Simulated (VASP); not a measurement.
GaSb, 2 atoms in the cell. The structure is cubic, space group F-43m (No. 216). The conventional cell has a = 6.055 Å, b = 6.055 Å, c = 6.055 Å, α = 90.00°, β = 90.00°, γ = 90.00°. Around Ga (site symmetry -43m) lie 4 Sb at 2.62 Å. Sb (site symmetry -43m) is surrounded by 4 Ga at 2.62 Å. 

| Quantity | Value |
| --- | --- |
| Program | VASP 6.6.1 |
| Task | relaxation of cell and atoms |
| Functional | LDA |
| Potentials or basis | VASP PAW LDA potentials, release 64 (Ga_d, Sb) |
| Cutoff | 600 eV |
| k mesh | 10 × 10 × 10 |
| Occupations | gaussian, width 0.03 eV |
| Spin | no spin polarisation |
| Further INCAR settings | ALGO = Normal; EDIFF = 1e-07; IBRION = 2; EDIFFG = -0.005; NSW = 90; ISIF = 3 |

Potentials or basis: VASP PAW LDA potentials, release 64 (Ga_d, Sb).

Launch:

```sh
$ cat potpaw_LDA.64/Ga_d/POTCAR potpaw_LDA.64/Sb/POTCAR > POTCAR
$ mpirun -np 1 vasp_std > vasp.out
```

Hardware: 1 thread of Intel(R) Xeon(R) 6975P-C (Granite Rapids) (shared host).

Task: Estimate the wall time of this run.

Result: It took 15 s on 1 thread of Intel(R) Xeon(R) 6975P-C (Granite Rapids), on a shared host, peak memory 0.2 GiB. Counts: scf iterations 12, k points 47, ion steps 1.
